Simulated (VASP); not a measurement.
A run of VASP 6.6.1:

File INCAR:

```
PREC = Accurate ; ENCUT = 520
EDIFF = 1E-7 ; ISMEAR = -1
SIGMA = 0.05 ; LREAL = F
LASPH = T ; NELM = 100
ALGO = Fast ; ISIF = 2
LWAVE = F ; LCHARG = F
GGA = PE ; NBANDS = 48
```

KPOINTS

```
regular mesh
0
Gamma
  3 2 3
```

The input POSCAR:

```
KP4Br
1.0
    6.0100560000      0.0438500000      0.4281630000
   -1.3833100000      8.7167900000     -0.4493000000
   -0.2467340000      0.3224120000      5.4513350000
K Br P
2 2 8
Direct
   -0.0113100451      0.9389859359      0.2276271636
    0.6879352727      0.4493154996      0.9252794084
    0.5862879143      0.7580821661      0.5049509019
    0.4964098040      0.2850287795      0.4785783885
    0.5602110402      0.1058337624      0.0881265726
    1.0070900964      0.3503585508      0.4017257020
    1.0286256925      0.5913683150      0.4480303121
    0.4232356602      1.0086470399      0.7191813134
    0.2889245139      0.6337962693      0.1087883752
    0.1870245043      0.3928587967      0.0838037810
    0.1713206665      0.5432183227      0.7827517153
    0.7971861458      0.0802183479      0.7692111184
```

Potentials or basis: VASP PAW PBE potentials, release 64 (K_sv, Br, P).

The run is started by

```sh
$ cat potpaw_PBE.64/K_sv/POTCAR potpaw_PBE.64/Br/POTCAR potpaw_PBE.64/P/POTCAR > POTCAR
$ mpirun -np 1 vasp_std > vasp.out
```

Hardware: 1 thread of Intel(R) Xeon(R) Platinum 8488C (Sapphire Rapids) (shared host).

Estimate the wall time of this run.

Wall time 4.8 min on 1 thread of Intel(R) Xeon(R) Platinum 8488C (Sapphire Rapids), on a shared host, peak memory 0.43 GiB. Counts: scf iterations 24, k points 10.
